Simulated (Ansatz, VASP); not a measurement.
**One calculation of CuAs, two programs**

```
CELL_PARAMETERS angstrom
3.77968 0.00000 0.00000
-1.88984 3.27330 0.00000
0.00000 0.00000 4.85804
ATOMIC_POSITIONS crystal
Cu 0.00000 0.00000 0.50000
Cu 0.00000 0.00000 0.00000
As 0.66667 0.33333 0.75000
As 0.33333 0.66667 0.25000
```

Alike in both runs: functional LDA; k mesh 12 × 12 × 8; occupations gaussian, width 0.1 eV; no spin polarisation.

Ansatz relaxed the structure, and its values are those at the end. VASP's run is a single point on that final structure, the one shown.

```csv
,VASP,Ansatz
version,VASP 6.6.1,Ansatz 0.2.0
potentials or method,"VASP PAW LDA potentials, release 64 (Cu, As)","scalar-relativistic, plane waves, PAW"
plane-wave cutoff (eV),520,520
valence electrons in the cell,32,68
```

|  | VASP | Ansatz | Ansatz less VASP |
| --- | --- | --- | --- |
| gap on the k mesh at the Fermi level (eV) | none | none | - |
| pressure (GPa) | 0.5 | 0.0 | -0.54 |

A gap of «none» marks a metal or a gap that the smearing closes. The two sets of potentials don't hold the same shells in valence.
